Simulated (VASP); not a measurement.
Ca2FeO3:

```
CELL_PARAMETERS angstrom
3.09961 0.00000 0.00000
-1.54981 2.68434 0.00000
0.00000 0.00000 8.52839
ATOMIC_POSITIONS crystal
Ca 0.66667 0.33333 0.35839
Ca 0.33333 0.66667 0.64161
Fe 0.00000 0.00000 0.00000
O 0.66667 0.33333 0.77690
O 0.33333 0.66667 0.22310
O 0.00000 0.00000 0.50000
```

The cell was built by a generator and needn't be a form met in nature.

- Program: VASP 6.6.1
- Task: relaxation of cell and atoms
- Functional: PBE
- Potentials or basis: VASP PAW PBE potentials, release 64 (Ca_sv, Fe, O)
- Cutoff: 520 eV
- k mesh: 5 × 5 × 2
- Occupations: gaussian, width 0.15 eV
- Spin: collinear spin, ferromagnetic start
- Starting moments: [0.0, 0.0, 3.0, 0.0, 0.0, 0.0] μB

At the start: pressure 31.5 GPa; volume 11.83 Å³/atom.

**Question.** How do energy, volume and symmetry change on relaxing?

**Answer.** Over 15 steps the energy falls by 932.5 meV/atom and the volume is 12.52 Å³/atom (+5.8 %); space group P-3m1 (No. 164, to 0.05 Å); moment 4.00 μB per cell.

Step by step:
```csv
step,energy change (eV),largest force (eV/Å),pressure (GPa),volume (Å³)
1,0.0000,4.7599,31.52,70.96
2,-2.4898,1.2154,-14.64,97.47
3,-3.3466,2.0456,-10.39,90.12
4,-3.3599,2.1830,-8.81,88.72
5,-4.3855,1.9647,-7.46,83.96
6,-5.0591,0.1677,9.78,69.86
7,-5.3012,1.0168,0.97,74.79
8,-5.3106,0.8041,2.62,73.65
9,-5.5409,0.2329,0.47,74.76
10,-5.5423,0.3184,0.39,74.85
11,-5.5858,0.1344,-0.36,75.23
12,-5.5913,0.2191,-0.62,75.49
13,-5.5920,0.1991,-0.43,75.42
14,-5.5941,0.0998,0.18,74.92
15,-5.5947,0.0376,-0.19,75.10
```

Final structure:
```yaml
crystal:
  lattice:
    - [3.30305, 0.00000, 0.00000]
    - [-1.65153, 2.86053, 0.00000]
    - [0.00000, 0.00000, 7.94804]
  atoms:
    - { symbol: Ca, position: [0.66667, 0.33333, 0.32059] }
    - { symbol: Ca, position: [0.33333, 0.66667, 0.67941] }
    - { symbol: Fe, position: [0.00000, 0.00000, 0.00000] }
    - { symbol: O, position: [0.66667, 0.33333, 0.85517] }
    - { symbol: O, position: [0.33333, 0.66667, 0.14483] }
    - { symbol: O, position: [0.00000, 0.00000, 0.50000] }
```

Caveat: the k mesh is coarse (spacing up to 0.47 Å⁻¹), so the values aren't converged; a cell with one magnetic atom can't hold antiferromagnetic order, which such compounds often take.
